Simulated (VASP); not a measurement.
A convergence study with VASP on TiO2 (anatase): one setting is varied, all else stays as given below, so the limit is that of these other settings.

```yaml
crystal:
  lattice:
    - [-1.89250, 1.89250, 4.75500]
    - [1.89250, -1.89250, 4.75500]
    - [1.89250, 1.89250, -4.75500]
  atoms:
    - { symbol: Ti, position: [0.75000, 0.25000, 0.50000] }
    - { symbol: Ti, position: [0.00000, 0.00000, 0.00000] }
    - { symbol: O, position: [0.54200, 0.04200, 0.50000] }
    - { symbol: O, position: [0.79200, 0.79200, 0.00000] }
    - { symbol: O, position: [0.20800, 0.20800, 0.00000] }
    - { symbol: O, position: [0.95800, 0.45800, 0.50000] }
```

Computed with PBE GGA, VASP's PBE PAW potentials (set 64) (plane waves; VASP). The tightest run used: 700 eV cut-off, 13×13×13 Γ-centred mesh, Gaussian smearing of 0.050 eV, potentials Ti_sv O.

```
setting     E (eV/atom)  pressure (GPa)  largest force (eV/Å)  irreducible k-points
----------  -----------  --------------  --------------------  --------------------
1×1×1 mesh      -7.4578           25.63                 6.335                     1
2×2×2 mesh      -8.9872            4.66                 0.018                     4
3×3×3 mesh      -8.9770            5.52                 0.225                     6
```

Task: These are the cheaper rows. Estimate the results at 13×13×13 mesh, and how far the last row shown lies from them.

Result: 
| quantity | tightest run | last row shown is off by |
|---|---|---|
| E (eV/atom) | -8.9745 | -0.0026 |
| pressure (GPa) | 5.67 | -0.14 |
| largest force (eV/Å) | 0.148 | 0.077 |

Left out are rungs that failed or repeat a setting and relaxations that didn't move; long series are thinned to 24 rows.

The compound is TiO2 in the anatase structure, one of several forms; rutile is the usual stable one. The cell was not relaxed at this level, forces remain on its atoms.
